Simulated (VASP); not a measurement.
An input for Quantum ESPRESSO's pw.x (written as the equivalent of a VASP run, and not itself run):

```
&CONTROL
  calculation = 'vc-relax'
  pseudo_dir = './pseudo'
  outdir = './out'
  tprnfor = .true.
  tstress = .true.
  nstep = 60
  forc_conv_thr = 0.00039
/
&SYSTEM
  ibrav = 0
  nat = 2
  ntyp = 2
  ecutwfc = 60.3
  occupations = 'smearing'
  smearing = 'gaussian'
  degauss = 0.003675
  input_dft = 'vdw-df-cx'
/
&ELECTRONS
  conv_thr = 7.3e-08
  electron_maxstep = 100
/
&IONS
/
&CELL
/
ATOMIC_SPECIES
  Tl 204.380 Tl.upf
  Br 79.904 Br.upf
CELL_PARAMETERS angstrom
     3.9305821    0.0000000   -0.0000000
     0.0000000    3.9305821   -0.0000000
     0.0000000   -0.0000000    3.9305821
ATOMIC_POSITIONS crystal
  Tl   0.0000000  0.0000000  0.0000000
  Br   0.5000000  0.5000000  0.5000000
K_POINTS automatic
  6 6 6 0 0 0
```

Problem. Translate this input to VASP (INCAR, KPOINTS, POSCAR, choice of POTCAR).

Solution. This is not unique; one that fits is 
**KPOINTS**
```
Automatic mesh
0
Gamma
6 6 6
0 0 0
```

File POSCAR:
```
TlBr
1.0
  3.9305820969   0.0000000000   0.0000000000
  0.0000000000   3.9305820969   0.0000000000
  0.0000000000   0.0000000000   3.9305820969
Tl Br
1 1
Cart
  0.0000000000   0.0000000000   0.0000000000
  1.9652910484   1.9652910484   1.9652910484
```

**INCAR**
```
LMAXMIX=4   # l cut-off of mixed one-centre charges
LASPH=.TRUE.   # aspherical one-centre terms
PREC=Accurate
EDIFF=1E-6   # SCF stop (eV)
GGA=CX
SYSTEM=TlBr
ENCUT=520
ALGO=Normal   # blocked Davidson
AGGAC=0.0
LUSE_VDW=.TRUE.
ISIF=3   # ions, shape and volume
LCHARG=.FALSE.
ISMEAR=0
NELM=100
NSW=60   # most ionic steps
SIGMA=0.05
LREAL=.FALSE.   # projection in real space or not
IBRION=2   # conjugate gradients
LWAVE=.FALSE.
EDIFFG=-0.01   # ionic stop
```

POTCAR, in this order: Tl_d Br (PBE.64 set). Program: vasp_std.

What does not carry over: the potentials are each code's own (VASP's PAW set, PseudoDojo norm-conserving files in pw.x), so ENCUT and ecutwfc are chosen apart and not converted; conv_thr bounds pw.x's estimated SCF error, while EDIFF bounds the energy change between steps; forc_conv_thr acts on force components and is met together with etot_conv_thr.

The compound is TlBr in the CsCl type structure. It was relaxed first. The start is the result of an earlier pass.
